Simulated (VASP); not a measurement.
ZnSe (zinc blende):

```yaml
crystal:
  lattice:
    - [0.00000, 2.83500, 2.83500]
    - [2.83500, 0.00000, 2.83500]
    - [2.83500, 2.83500, 0.00000]
  atoms:
    - { symbol: Zn, position: [0.00000, 0.00000, 0.00000] }
    - { symbol: Se, position: [0.25000, 0.25000, 0.25000] }
```

The lowest empty band near Γ, direction [111], from mBJ (TB09) with spin-orbit coupling in VASP (PAW); its two spin partners are averaged. The gap over the points computed is 2.66 eV, and the next band on that side lies 3.81 eV away at the edge.

Run with 400 eV cut-off, 9×9×9 Γ-centred mesh, Gaussian smearing of 0.050 eV, potentials Zn Se.

| distance from the edge in k (1/Å) | distance in energy (meV) |
|---|---|
| 0.018 | 6.6 |
| 0.025 | 12.7 |
| 0.035 | 24.8 |
| 0.050 | 49.9 |
| 0.070 | 95.5 |

**Question.** Fit E(1 + αE) = ħ²k²/2m* (ħ²/2m0 = 3.810 eV Å²) and predict the row at 0.095 1/Å.

**Answer.** Least squares on the energies gives the electron mass m* = 0.186 m0 and α = 0.54 per eV, and so 169.4 meV. The run gave 168.9 meV, -0.5 meV from the fit.

Left out are points under 3 meV from the edge, since the levels carry 0.1 meV, and points farther than half the way to the next band.

The compound is ZnSe in the zinc blende structure. The cell was not relaxed at this level.
